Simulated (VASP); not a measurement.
Here is the system:

```
CELL_PARAMETERS angstrom
      0.00000     2.06472     2.06472
      2.06472     0.00000     2.06472
      2.06472     2.06472     0.00000
ATOMIC_POSITIONS crystal
  Al 0.00000 0.00000 0.00000
```

Calculation: optB88-vdW, VASP's PBE PAW potentials (set 64) (plane waves; VASP 6.6.1). Run with 520 eV cut-off, 15×15×15 Γ-centred mesh, first-order Methfessel-Paxton smearing of 0.10 eV, potentials Al.

Problem. Give the stress tensor in GPa (positive for a compressed cell).

Solution. 
```
-3.32   0.00   0.00
 0.00  -3.32   0.00
 0.00   0.00  -3.32
```
The pressure is its mean diagonal, -3.32 GPa.

The compound is Al in the fcc structure. This cell is one point of a volume scan, at 1.06 of the reference volume.
